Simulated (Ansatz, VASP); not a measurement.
## Cross-check of Ta between VASP and Ansatz

One calculation is typed for both programs; each brings its own data sets. How far apart do they land? Of the first pair: The structure shown is the end of the Ansatz relaxation below.

Main program and level: Ansatz 0.2.0; plane waves, with VASP 6.6.1 beside it; PBEsol.

**1. Starting point**

The cell holds 3 atoms: 3 Ta. Cell: a = 3.233 Å, b = 3.233 Å, c = 30.400 Å, α = 90.0°, β = 90.0°, γ = 90.0°. It derives from Ta. Vacuum lies along c.

**2. Ansatz: relaxation, PBEsol**

Ansatz runs on its PAW soft_1 files.

This run makes the geometry at which the two programs are then compared.

input.yaml reads:

```yaml
crystal:
  lattice:
    - [3.2327744218, 0.0, 0.0]
    - [0.0, 3.2327744218, 0.0]
    - [0.0, 0.0, 30.4000004]
  atoms:
    - { symbol: Ta, position: [0.0, 0.0, 0.2203086967] }
    - { symbol: Ta, position: [0.5, 0.5, 0.2680921017] }
    - { symbol: Ta, position: [0.0, 0.0, 0.3158755067] }
  periodic: [true, true, false]
kpoints:
  mp_grid: { grid: [16, 16, 1] }
hamiltonian:
  xc: pbesol
  pseudopotentials: { kind: paw, azcp: { folder: soft_1 }, xc_functional: pbe }
scf:
  occupations: { method: methfessel_paxton, width: 0.2 }
output:
  forces: true
  stress: true
  eigenvalues: true
  write_density: true
  write_potential: true
  elf: true
  volumetric_format: npy
relax:
  adjacent_minimum: "off"
  f_tol: 0.001
  max_steps: 60
  cell: { stress_2d_tol: 0.002 }
```

On the command line:

```console
$ ansatz run input.yaml --threads 4 --pin off --max-ram 16384MiB --backend cpu --events-out ev --progress --plain --runs-dir out
```

Numbers of over 12 decimals in the logs are rounded to 6 here.

Output:

```text
Engine: ansatz 0.2.0, aarch64-unknown-linux-gnu
Pseudopotentials: kind: paw
Pseudopotential: Ta, paw, valence charge 13, recommended cutoff 420 eV (normal), soft_1/Ta.paw.azcp
Functional definition: PBEsol
  exchange = pbesol_x
  correlation = pbesol_c
Crystal: 3 atoms, lattice volume = 317.705 Å³
Basis set: ecut = 420 eV, 6277 PW (Γ), exchange–correlation on 48×48×432 points (8 copies of the dense FFT grid, shifted against one another)
Bands: 24, of which v1, the nominal top of the filled ones, is band 20 counted from 1 (19 counted from 0)
Symmetry: 16 space group operations
Space group: P4/mmm (ITA 123), of the structure as read, at distance tolerance 6.8e-5 Å
k-points: 45 of 256
Non-local potential: Ta, projectors of the file, l = 0: 3, l = 1: 2, l = 2: 2, l = 3: 1
PAW form: soft (Blöchl's): semilocal exchange-correlation on the pseudo side does not see the compensation charge
PAW frozen core: Ta, regenerated for the run's functional, and the local potential with it (the file was generated under x = pbe(κ = 0.804, μ = 0.219515), c = pbe(β = 0.066725))
PAW one-centre angular grid: Ta, 590 points (default); XC on 64 Gauss nodes
Initial density: superposition of atomic densities (neutral atoms: chi_scale 0, normalization atom)
Initial wavefunctions: pseudopotential atomic-orbital guess
Functional: x = pbesol(κ = 0.804, μ = 0.123457), c = pbesol(β = 0.046)
SCF iter   1: F=—  HF=-29422.915284 eV  |F-HF|=—  |Δ(HF+E_count)|=         —  Δρ=3.56e-2  dr2=2.52e1  ethr=3.10e-3  ⟨swp⟩=11.0  Hψ=7846  notcnv=0
preconditioner: auto → LDOS  [metal: Δε(μ)=0.067 eV  Ē_g=4.738 eV  σ=0.200 eV  W_gap=0.27  n_scr=18 (ndim 8)  ℏωp=8.1 eV  f_vac=0.743  D(μ)=1.51/eV (n_scr^D=8)  β→1.0]
SCF iter   2: F=—  HF=-29427.756521 eV  |F-HF|=—  |Δ(HF+E_count)|=    4.84e0  S|Δr|=    0.00e0  Δρ=5.67e-2  dr2=1.22e2  ethr=3.10e-3  ⟨swp⟩=7.9  Hψ=4250  notcnv=1  defer=31  recentre
SCF iter   3: F=—  HF=-29419.181550 eV  |F-HF|=—  |Δ(HF+E_count)|=    8.57e0  S|Δr|=    0.00e0  Δρ=1.41e-2  dr2=4.19e0  ethr=3.10e-3  ⟨swp⟩=5.9  Hψ=4194  notcnv=0  defer=1
SCF iter   4: F=—  HF=-29418.568076 eV  |F-HF|=—  |Δ(HF+E_count)|=   6.13e-1  S|Δr|=    0.00e0  Δρ=2.41e-3  dr2=3.58e-2  ethr=3.10e-3  ⟨swp⟩=4.0  Hψ=2461  notcnv=0  defer=3
SCF iter   5: F=—  HF=-29418.564173 eV  |F-HF|=—  |Δ(HF+E_count)|=   3.90e-3  S|Δr|=    0.00e0  Δρ=8.33e-4  dr2=1.27e-2  ethr=9.17e-5  ⟨swp⟩=3.5  Hψ=2362  notcnv=0  defer=3
SCF iter   6: F=—  HF=-29418.562908 eV  |F-HF|=—  |Δ(HF+E_count)|=   1.26e-3  S|Δr|=    0.00e0  Δρ=5.17e-4  dr2=7.64e-3  ethr=3.25e-5  ⟨swp⟩=2.7  Hψ=1610  notcnv=0  defer=3
SCF iter   7: F=—  HF=-29418.562091 eV  |F-HF|=—  |Δ(HF+E_count)|=   8.17e-4  S|Δr|=    0.00e0  Δρ=1.69e-4  dr2=1.24e-3  ethr=1.96e-5  ⟨swp⟩=2.7  Hψ=1476  notcnv=0  defer=3
SCF iter   8: F=—  HF=-29418.561963 eV  |F-HF|=—  |Δ(HF+E_count)|=   1.28e-4  S|Δr|=    0.00e0  Δρ=5.96e-5  dr2=2.77e-4  ethr=3.17e-6  ⟨swp⟩=2.7  Hψ=1551  notcnv=0  defer=3
SCF iter   9: F=—  HF=-29418.561986 eV  |F-HF|=—  |Δ(HF+E_count)|=   2.25e-5  S|Δr|=    0.00e0  Δρ=2.42e-5  dr2=2.73e-5  ethr=7.11e-7  ⟨swp⟩=2.8  Hψ=1505  notcnv=0  defer=3
SCF iter  10: F=—  HF=-29418.562150 eV  |F-HF|=—  |Δ(HF+E_count)|=   1.64e-4  S|Δr|=    0.00e0  Δρ=4.74e-6  dr2=1.28e-7  ethr=7.01e-8  ⟨swp⟩=3.2  Hψ=1895  notcnv=0  defer=3
iter 11 did not close the SCF: its close was put off until two iterations running show no level that it waits for move by more than its bar (scf_convergence_deferred on its scf_iter line)
SCF iter  11: F=-29418.562150 eV  HF=-29418.562150 eV  |F-HF|=7.36e-9  |Δ(HF+E_count)|=   7.10e-8  S|Δr|=    0.00e0  Δρ=1.28e-6  dr2=6.01e-9  ethr=2.56e-10  ⟨swp⟩=26.2  Hψ=14664  notcnv=0
iter 12 did not close the SCF: its close was put off until two iterations running show no level that it waits for move by more than its bar (scf_convergence_deferred on its scf_iter line)
SCF iter  12: F=-29418.562150 eV  HF=-29418.562150 eV  |F-HF|=2.20e-9  |Δ(HF+E_count)|=   8.24e-9  S|Δr|=    0.00e0  Δρ=2.66e-7  dr2=2.03e-10  ethr=1.54e-11  ⟨swp⟩=10.5  Hψ=9170  notcnv=0
SCF iter  13: F=-29418.562150 eV  HF=-29418.562150 eV  |F-HF|=3.42e-10  |Δ(HF+E_count)|=   1.99e-9  S|Δr|=    0.00e0  Δρ=2.97e-8  dr2=2.20e-12  ethr=1.00e-12  ⟨swp⟩=9.4  Hψ=8404  notcnv=0
SCF 1 converged in 13 iterations: F = -29418.562150 eV  dr2 = 2.20e-12
  greatest PAW one-centre occupation: 0.999 electrons in one spin orbital (limit 2), on the Ta atom at site 1 (counted from 0), in its partial waves of l = 0
relax step   1: F+E_penalty+E_count = -29418.56215017 eV  Δ(F+E_penalty+E_count) = +0.000e0 eV  max|allowed force component| = 1.316e-2 eV/Å  Δτ_max = 0.0000 Å  P = -0.031 N/m  Ω = 317.705 Å³  fix = [c, alpha, beta]  reactions: c +0.000 N/m  (13 SCF iters, dr2 threshold 1.00e-7 eV, accepted)
[...]
relax step   2: F+E_penalty+E_count = -29418.56210879 eV  Δ(F+E_penalty+E_count) = +4.138e-5 eV  max|allowed force component| = 2.742e-2 eV/Å  Δτ_max = 0.0030 Å  P = +0.099 N/m  Ω = 317.730 Å³  energy of the carried Pulay correction = -7.941e-7 eV  fix = [c, alpha, beta]  (5 SCF iters, dr2 threshold 1.08e-8 eV, rejected (line search))
[...]
relax step   3: F+E_penalty+E_count = -29418.56216188 eV  Δ(F+E_penalty+E_count) = -1.171e-5 eV  max|allowed force component| = 1.166e-4 eV/Å  Δτ_max = 0.0011 Å  P = +0.001 N/m  Ω = 317.756 Å³  energy of the carried Pulay correction = -1.664e-6 eV  fix = [c, alpha, beta]  reactions: c +0.000 N/m  (9 SCF iters, accepted)
[...]
relax step   4: F+E_penalty+E_count = -29418.56216307 eV  Δ(F+E_penalty+E_count) = -1.190e-6 eV  max|allowed force component| = 1.171e-4 eV/Å  Δτ_max = 0.0000 Å  P = +0.001 N/m  Ω = 317.756 Å³  fix = [c, alpha, beta]  reactions: c +0.000 N/m  stress off target by 1.29e-3 N/m on what of the cell is left free  SCF on the basis re-selected at this cell (its energy is not comparable with the rows above)  (7 SCF iters)
basis re-selected at this cell: Δ(F+E_penalty+E_count) = -1.190e-6 eV, ΔP = +0.000 N/m vs the last step (what re-selecting the basis moved, of the pressure what is left beyond the Pulay correction that the steps carried, after the strain that the cell walked since its last selection, with what the two solves' SCF thresholds leave and, on support functions, any second-order correction that the steps lacked; it is no m [...]
SCF converged after 7 iterations
Stability not checked: this state was not tested for a lower state beside it, because cold or Methfessel-Paxton smearing, or corrected tetrahedra, fill the levels in a way that the test cannot read (fill_not_monotonic; see scf.lower_state_search)
Free energy (F): -29418.562163 eV
Harris-Foulkes:  -29418.562163 eV  (|F-HF|=1.46e-11)
Internal energy: -29418.561049 eV  (E = F + TS)
E sigma→0 (E₀):  -29418.561885 eV
Entropy (-TS):   -0.001114 eV (-0.371 meV/atom)
Fermi energy:    -3.794735 eV
--- Per-component energies (eV) ---
  E_band       = -1203.184524
  E_kinetic    = 1183.189823
  E_local      = -82539.771656  (includes V_loc(G=0)·N_el)
  E_nonlocal   = -25.429175
  E_hartree    = 40595.754825
  E_xc         = -954.768685
  E_vxc        = -698.167965  (∫ρ·V_xc dr)
  E_paw        = -24543.759505  (= ΣΔE_a)
  E_vpaw       = -314.515449  (= ΣTr[D̂ρ^β])
  E_aug_tail   = 0.000292  (compensation charges beyond the density's cutoff)
  E_ewald      = 36865.581896
  E_core_change = 0.641138  (= ΣΔE_core)
  E_smearing   = -0.001114  (= −TS)
  E_closure    = 0.000000  (closes the sum)
  Σ components = -29418.562163   (vs F -29418.562163, Δ=0.00e0)
--- Forces (eV/Å), atoms counted from 1 ---
  atom   1  Ta    -0.00000000     0.00000000     0.00011706
  atom   2  Ta     0.00000000    -0.00000000     0.00000000
  atom   3  Ta     0.00000000    -0.00000000    -0.00011706
  max |Σ_I F_I| component: 1.36e-20 eV/Å
--- 2D stress c σ (N/m, compression-positive) ---
        0.001293       0.000000       0.000000
        0.000000       0.001293       0.000000
        0.000000       0.000000       0.000000
  P = ½ c Tr σ = 0.0013 N/m
--- Band table (eV; the first three rows and the last of 45) ---
  k-point 0: bands = [... 16 lower, -5.3309, -4.0778, -3.5837, -3.5541, -3.1847, -3.1847, -2.8675, -2.8675]
  k-point 1: bands = [... 16 lower, -5.3312, -4.2022, -3.8128, -3.5645, -3.2830, -3.0965, -2.8013, -2.6416]
  k-point 2: bands = [... 16 lower, -5.2922, -4.4825, -4.2410, -3.5594, -3.4882, -2.8849, -2.6147, -2.3325]
  k-point 44: bands = [... 16 lower, -5.3620, -5.1599, -5.1599, -2.2447, -2.2447, -1.2748, -0.8665, -0.8665]
--- Relaxed structure (3 steps of the walk, 2 accepted, 1 SCFs on fresh bases) ---
  F+E_penalty+E_count = -29418.56216307 eV   max|allowed force component| = 1.171e-4 eV/Å   (the final SCF, on the basis selected at the relaxed cell)
  cell:  # Å, volume = 317.7562 Å³
    - [3.233034, 0.0, 0.0]
    - [0.0, 3.233034, 0.0]
    - [0.0, 0.0, 30.4000004]
  atoms:
    - { symbol: Ta, position: [0, 0, 0.220346] }
    - { symbol: Ta, position: [0.5, 0.5, 0.2680921017] }
    - { symbol: Ta, position: [0, 0, 0.315839] }
```

In the SCF lines HF is the Harris–Foulkes energy and dr2 the Hartree energy of the density residual, in eV; the loop may stop once dr2 is under the threshold and the program's other checks hold. Hψ counts applications of the Hamiltonian.

**3. VASP: single point, PBEsol, relaxed cell, pair 1**

The same cell, functional, mesh and smearing now go to VASP, with its own data sets.

Lines of VASP's logs that name or quote its potential files are left out, and so is its time.

INCAR reads:

```
SYSTEM = Ta
PREC = Accurate
ENCUT = 400
EDIFF = 1E-06
NELM = 120
ISMEAR = 1
SIGMA = 0.2
LREAL = .FALSE.
ALGO = Normal
GGA = PS
NBANDS = 22
LASPH = .TRUE.
LORBIT = 11
LWAVE = .FALSE.
LCHARG = .FALSE.
ISIF = 2
LDIPOL = .TRUE.
IDIPOL = 3
DIPOL = 0.5 0.5 0.268
LVHAR = .TRUE.
GGA_COMPAT = .FALSE.
NELMDL = -8
KPAR = 2
```

POSCAR reads:

```
Ta
1.0
    3.2330335482      0.0000000000      0.0000000000
    0.0000000000      3.2330335482      0.0000000000
    0.0000000000      0.0000000000     30.4000004000
Ta
3
Direct
    0.0000000000      0.0000000000      0.2203456539
    0.5000000000      0.5000000000      0.2680921017
    0.0000000000      0.0000000000      0.3158385495
```

KPOINTS reads:

```
Automatic mesh
0
Gamma
16 16 1
0 0 0
```

The projector-augmented-wave data sets are Ta_pv (PBE family, release 64).

On the command line:

```console
$ mpirun -np 2 vasp_std
```

Output:

```text
[banner, memory and clock lines left out]
running    2 mpi-ranks, on    1 nodes
 distrk:  each k-point on    1 cores,    2 groups
 distr:  one band on    1 cores,    1 groups

 POSCAR found type information on POSCAR Ta
 POSCAR found :  1 types and       3 ions
|                                                                             |
|               ----> ADVICE to this user running VASP <----                  |
|                                                                             |
|     You enforced a specific xc type in the INCAR file but a different       |
|     [... a line on the potential file left out ...]
|     I HOPE YOU KNOW WHAT YOU ARE DOING!                                     |
|                                                                             |

 LDA part: xc-table for (Slater+PW92), standard interpolation
 POSCAR, INCAR and KPOINTS ok, starting setup
 FFT: planning ... GRIDC
 FFT: planning ... GRID_SOFT
 FFT: planning ... GRID
 WAVECAR not read
 entering main loop
       N       E                     dE             d eps       ncg     rms          rms(c)
DAV:   1     0.153398713885E+03    0.15340E+03   -0.16203E+04  3004   0.923E+02
DAV:   2    -0.276024796554E+02   -0.18100E+03   -0.17241E+03  2462   0.250E+02
DAV:   3    -0.380496166225E+02   -0.10447E+02   -0.99340E+01  2312   0.517E+01
DAV:   4    -0.385103146816E+02   -0.46070E+00   -0.45224E+00  2796   0.978E+00
DAV:   5    -0.385197589686E+02   -0.94443E-02   -0.94315E-02  2418   0.137E+00
DAV:   6    -0.385201587127E+02   -0.39974E-03   -0.39962E-03  2858   0.245E-01
DAV:   7    -0.385201659204E+02   -0.72077E-05   -0.72070E-05  2540   0.352E-02
DAV:   8    -0.385201662115E+02   -0.29107E-06   -0.29104E-06  2336   0.610E-03    0.252E+01
DAV:   9    -0.347855052538E+02    0.37347E+01   -0.23767E+01  2510   0.363E+01    0.131E+01
DAV:  10    -0.343654971662E+02    0.42001E+00   -0.74327E+00  2298   0.182E+01    0.432E+00
DAV:  11    -0.339923994917E+02    0.37310E+00   -0.21504E+00  2504   0.126E+01    0.577E-01
DAV:  12    -0.339989533262E+02   -0.65538E-02   -0.18354E-01  2440   0.258E+00    0.252E-01
DAV:  13    -0.339975636951E+02    0.13896E-02   -0.96216E-03  2548   0.584E-01    0.152E-01
DAV:  14    -0.339980383029E+02   -0.47461E-03   -0.38377E-03  2398   0.326E-01    0.664E-02
[...]
DAV:  20    -0.340022496888E+02   -0.55497E-04   -0.71656E-06  2140   0.193E-02    0.270E-03
DAV:  21    -0.340023019417E+02   -0.52253E-04   -0.41327E-06  1802   0.552E-03    0.214E-03
DAV:  22    -0.340023151603E+02   -0.13219E-04   -0.56914E-07  1686   0.325E-03    0.625E-04
DAV:  23    -0.340023319704E+02   -0.16810E-04   -0.82651E-07  1562   0.354E-03    0.940E-04
DAV:  24    -0.340023351780E+02   -0.32076E-05   -0.20333E-07  1356   0.419E-03    0.288E-04
DAV:  25    -0.340023390848E+02   -0.39068E-05   -0.23865E-07  1418   0.172E-03    0.373E-04
DAV:  26    -0.340023410567E+02   -0.19719E-05   -0.58411E-08  1258   0.162E-03    0.221E-04
DAV:  27    -0.340023420467E+02   -0.98995E-06   -0.28324E-08  1232   0.907E-04
   1 F= -.34002342E+02 E0= -.34001957E+02  d E =-.115634E-02
```

Parts of OUTCAR (step 3):

```text
ion  position               nearest neighbor table
   1  0.000  0.000  0.220-   2 2.71   2 2.71   2 2.71   2 2.71   3 2.90
   2  0.500  0.500  0.268-   1 2.71   3 2.71   1 2.71   3 2.71   1 2.71   3 2.71   1 2.71   3 2.71

  LATTYP: Found a simple tetragonal cell.
 ALAT       =     3.2330335482
 C/A-ratio  =     9.4029337917

 Subroutine GETGRP returns: Found 16 space group operations
 (whereof  8 operations were pure point group operations)

The static configuration has the point symmetry C_4v.
 The point group associated with its full space group is D_4h.

 Found     45 irreducible k-points:

   k-points           NKPTS =     45   k-points in BZ     NKDIM =     45   number of bands    NBANDS=     22

   dimension x,y,z NGX =    24 NGY =   24 NGZ =  200
   dimension x,y,z NGXF=    48 NGYF=   48 NGZF=  400

   ENCUT  =  400.0 eV  29.40 Ry    5.42 a.u.   5.27  5.27 49.57*2*pi/ulx,y,z

   NELECT =      33.0000    total number of electrons

 k-points in reciprocal lattice and weights: Automatic mesh
   0.00000000  0.00000000  0.00000000       0.004
   0.06250000  0.00000000  0.00000000       0.016
   0.12500000  0.00000000  0.00000000       0.016
   0.18750000  0.00000000  0.00000000       0.016
   0.25000000  0.00000000  0.00000000       0.016
   0.31250000  0.00000000  0.00000000       0.016
   0.37500000  0.00000000  0.00000000       0.016
   0.43750000  0.00000000  0.00000000       0.016
   0.50000000  0.00000000  0.00000000       0.008
[...]
0.50000000  0.43750000  0.00000000       0.016
   0.50000000  0.50000000  0.00000000       0.004

 dipolmoment           0.000000      0.000000      0.000001 electrons x Angstroem

 average (electrostatic) potential at core
       1 -44.5768       2 -43.4931       3 -44.5768

 E-fermi :  -2.0862

 k-point     1 :       0.0000    0.0000    0.0000
  band No.  band energies     occupation
    ...
     11      -6.5096      2.00000
     12      -6.3496      2.00000
     13      -5.6968      2.00000
     14      -3.6168      2.00000
     15      -2.3698      2.06217
     16      -1.8783     -0.05747
     17      -1.8448     -0.07081
     18      -1.4757     -0.00014
     19      -1.4757     -0.00014
     20      -1.1611     -0.00000
    ...

 k-point     2 :       0.0625    0.0000    0.0000
  band No.  band energies     occupation
    ...
     12      -6.3133      2.00000
     13      -5.6504      2.00000
     14      -3.6173      2.00000
     15      -2.4942      2.01400
     16      -2.1044      1.15353
     17      -1.8590     -0.06817
     18      -1.5739     -0.00175
     19      -1.3875     -0.00001
     20      -1.0945     -0.00000
     21      -0.9348     -0.00000
    ...

 k-point     3 :       0.1250    0.0000    0.0000
  band No.  band energies     occupation
    ...
     12      -6.2280      2.00000
     13      -5.4954      2.00000
     14      -3.5790      2.00000
     15      -2.7745      2.00001
     16      -2.5335      2.00691
     17      -1.8502     -0.07025
     18      -1.7825     -0.05367
     19      -1.1759     -0.00000
     20      -0.9072     -0.00000
     21      -0.6257     -0.00000
    ...

  Total        0.0796827      0.0796827      0.0399815      0.0000000      0.0000000      0.0000000
  in kB        0.4017729      0.4017729      0.2015933      0.0000000      0.0000000      0.0000000
  external PRESSURE =       0.3350463 kB  Pullay stress =       0.0000000 kB

  energy-cutoff  :      400.00
  volume of cell :      317.76
      direct lattice vectors                 reciprocal lattice vectors
     3.233033548  0.000000000  0.000000000     0.309307029  0.000000000  0.000000000
     0.000000000  3.233033548  0.000000000     0.000000000  0.309307029  0.000000000
     0.000000000  0.000000000 30.400000400     0.000000000  0.000000000  0.032894736

 POSITION                                       TOTAL-FORCE (eV/Angst)
 -----------------------------------------------------------------------------------
      0.00000      0.00000      6.69851        -0.000000     -0.000000     -0.024757
      1.61652      1.61652      8.15000        -0.000000      0.000000     -0.000000
      0.00000      0.00000      9.60149         0.000000      0.000000      0.024757
 -----------------------------------------------------------------------------------
    total drift:                                0.000000     -0.000000     -0.000188

  FREE ENERGIE OF THE ION-ELECTRON SYSTEM (eV)
  ---------------------------------------------------
  free  energy   TOTEN  =       -34.0023420467 eV

  energy  without entropy=      -34.0011857078  energy(sigma->0) =      -34.00195660

 vacuum level on the upper side and lower side of the slab         1.709         1.709

 total charge
# of ion       s       p       d       tot
------------------------------------------
    1        0.392   6.097   2.412   8.901
    2        0.416   6.175   2.653   9.244
    3        0.392   6.097   2.412   8.901
--------------------------------------------------
tot          1.201  18.368   7.477  27.046

[... 3 further parts left out ...]
```

This run has no spin polarisation. Its electron count is odd, so without a moment it is a metal by construction.

**4. Differences**

Known differences besides the potentials themselves: Ansatz cuts the interaction across the vacuum, VASP repeats the sheet with a dipole correction (LDIPOL); the data sets hold 39 valence electrons in Ansatz (on its PAW soft_1 files) and 33 in VASP; the cutoff is 420 eV in Ansatz and 400 eV in VASP; Ansatz makes its cores anew for this functional, VASP keeps those of its PBE data sets. Total energies have different zeros and are not compared.

The largest component of a force difference here is 25 meV/Å. Where the cell holds vacuum, a pressure given here is an average over it and none of the material.

(Continued in part 2 of 2.)

[Lines on the potential files, build, host, timing and source positions are cut from VASP's logs without a mark.]

[Logs are printed without paths, hosts, clocks, repeated set-up lines and the standing remarks that a program may print on its own settings, such as how far it seeks lower states.]

[Hosts, paths, dates, database ids (printed as entryN), source tags and the programs' standing remarks are cut or masked in the printed files.]
